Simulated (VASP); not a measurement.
Data:

```xyz
2
Lattice="0.0000 2.5160 2.5160 2.5160 0.0000 2.5160 2.5160 2.5160 0.0000" Properties=species:S:1:pos:R:3 pbc="T T T"
Y      0.0000     0.0000     0.0000
N      2.5160     2.5160     2.5160
```

The numbers are results of vdW-DF2, VASP's PBE PAW potentials (set 64) (plane waves; VASP), not measurements. Run with 520 eV cut-off, 9×9×9 Γ-centred mesh, Gaussian smearing of 0.050 eV, potentials Y_sv N.

Problem. Give the stress tensor in GPa (positive for a compressed cell).

Solution. 
```
-4.10   0.00   0.00
 0.00  -4.10   0.00
 0.00   0.00  -4.10
```
The pressure is its mean diagonal, -4.10 GPa.

The compound is YN in the rock salt structure. This cell is one point of a volume scan, at 1.03 of the reference volume.
